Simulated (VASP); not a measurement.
Input:

```xyz
8
Lattice="0.0000 2.9984 2.9984 2.9984 0.0000 2.9984 11.9954 11.9954 -0.0017" Properties=species:S:1:pos:R:3 pbc="T T T"
Al    11.8608    11.8608     0.1329
Al     2.9537     2.9537     0.0447
Al     9.0365     9.0365     5.9556
Al    12.1249    12.1249     5.8655
Sb     1.4198     1.4198     1.5786
Sb     4.5021     4.5021     1.4947
Sb     7.5878     7.5878     1.4074
P     10.4899    10.4899     1.5037
```

The numbers are results of PBEsol GGA, VASP's PBE PAW potentials (set 64) (plane waves; VASP 6.6.1), not measurements. Run with 400 eV cut-off, Gaussian smearing of 0.050 eV, potentials Al Sb P.

Unless said otherwise, spin-orbit coupling is left out, though it shifts the bands of the heavy elements here.

Task: Predict the band gap (along the path) with the smallest direct gap where there is one.

Result: 
```
Quantity                               Result
------------------------------------  -------
band gap (along the path)             0.26 eV
smallest direct gap (along the path)  0.26 eV
```

Total energies compare only between runs with the same potentials, cut-off and functional.

The structure was generated: Al4PSb3 was put into an ordered model structure (R3m), which need not be its known phase. It was relaxed first.
